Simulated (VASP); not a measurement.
Computed with r2SCAN meta-GGA, VASP's PBE PAW potentials (set 64) (plane waves; VASP).

Gaps are without spin-orbit coupling.

```json
{
 "volume_per_atom": "41.91 Å³/atom",
 "band gap (over mesh and band path)": "2.05 eV",
 "smallest direct gap (over mesh and band path)": "2.05 eV"
}
```

Q: Which relaxed crystal gives these values?
A) Si, Cmcm (63)
B) BN, P6_3/mmc (194)
C) CsPbBr3, Pm-3m (221)
D) Zn3CdS4, P-43m (215)

A: C, CsPbBr3, Pm-3m (221)
